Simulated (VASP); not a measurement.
A convergence study with VASP on Zr (hcp): one setting is varied, all else stays as given below, so the limit is that of these other settings.

```
CELL_PARAMETERS angstrom
      1.61500    -2.79726     0.00000
      1.61500     2.79726     0.00000
      0.00000     0.00000     5.15000
ATOMIC_POSITIONS crystal
  Zr 0.33333 0.66667 0.25000
  Zr 0.66667 0.33333 0.75000
```

All values below come from PBE GGA, VASP's PBE PAW potentials (set 64) (plane waves; VASP 6.6.1). The tightest run used: 550 eV cut-off, 23×23×12 Γ-centred mesh, first-order Methfessel-Paxton smearing of 0.10 eV, potentials Zr_sv.

```
setting     E (eV/atom)  pressure (GPa)  irreducible k-points
----------  -----------  --------------  --------------------
1×1×1 mesh      -7.1692           42.53                     1
2×2×1 mesh      -8.9005           -3.31                     2
3×3×2 mesh      -8.5660           -0.30                     6
4×4×2 mesh      -8.4833            1.31                     8
5×5×3 mesh      -8.5185            0.78                    10
6×6×3 mesh      -8.4830            1.01                    14
7×7×4 mesh      -8.5164            0.57                    24
8×8×4 mesh      -8.5268            0.87                    30
```

Task: These are the cheaper rows. Estimate the results at 23×23×12 mesh, and how far the last row shown lies from them.

Result: 
| quantity | tightest run | last row shown is off by |
|---|---|---|
| E (eV/atom) | -8.5203 | -0.0064 |
| pressure (GPa) | 0.52 | 0.34 |

Left out are rungs that failed or repeat a setting and relaxations that didn't move; long series are thinned to 24 rows.

The compound is Zr in the hcp structure. The cell was not relaxed at this level.
